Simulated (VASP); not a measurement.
VASP input:

**INCAR**
```
! general
SYSTEM   =  Ag2O
PREC     =  Accurate
ENCUT    =  520
LREAL    =  .FALSE.
LASPH    =  .TRUE.

! electronic loop
EDIFF    =  1E-7
NELM     =  100
ALGO     =  Normal
LMAXMIX  =  4

! smearing
ISMEAR   =  1
SIGMA    =  0.1

! functional
GGA      =  91

! ions
ISIF     =  2

! output
LWAVE    =  .FALSE.
LCHARG   =  .FALSE.
```

File POSCAR:
```
Ag2O
1
    4.7570860358     0.0000000000     0.0000000000
    0.0000000000     4.7570860358     0.0000000000
    0.0000000000     0.0000000000     4.7570860358
Ag O
4 2
Direct
  0.7500000000   0.2500000000   0.7500000000
  0.2500000000   0.7500000000   0.7500000000
  0.7500000000   0.7500000000   0.2500000000
  0.2500000000   0.2500000000   0.2500000000
  0.0000000000   0.0000000000   0.0000000000
  0.5000000000   0.5000000000   0.5000000000
```

File KPOINTS:
```
Automatic
0
gamma
 7 7 7
```

POTCAR, in this order: Ag O (PBE.64 set). Program: vasp_std.

Write an equivalent input for Quantum ESPRESSO's pw.x.

One equivalent input (not run):
```
&CONTROL
  calculation = 'scf'
  pseudo_dir = './pseudo'
  outdir = './out'
  tprnfor = .true.
  tstress = .true.
/
&SYSTEM
  ibrav = 0
  nat = 6
  ntyp = 2
  ecutwfc = 84
  occupations = 'smearing'
  smearing = 'methfessel-paxton'
  degauss = 0.00735
  input_dft = 'pw91'
/
&ELECTRONS
  conv_thr = 7.3e-09
  electron_maxstep = 100
/
ATOMIC_SPECIES
  Ag 107.868 Ag.upf
  O 15.999 O.upf
CELL_PARAMETERS angstrom
     4.7570860    0.0000000    0.0000000
     0.0000000    4.7570860    0.0000000
     0.0000000    0.0000000    4.7570860
ATOMIC_POSITIONS crystal
  Ag   0.7500000  0.2500000  0.7500000
  Ag   0.2500000  0.7500000  0.7500000
  Ag   0.7500000  0.7500000  0.2500000
  Ag   0.2500000  0.2500000  0.2500000
  O    0.0000000  0.0000000  0.0000000
  O    0.5000000  0.5000000  0.5000000
K_POINTS automatic
  7 7 7 0 0 0
```
Limits of the translation: the potentials are each code's own (VASP's PAW set, PseudoDojo norm-conserving files in pw.x), so ENCUT and ecutwfc are chosen apart and not converted; conv_thr bounds pw.x's estimated SCF error, while EDIFF bounds the energy change between steps.

The compound is Ag2O in the cuprite structure. This cell is one point of a volume scan, at 0.97 of the reference volume.
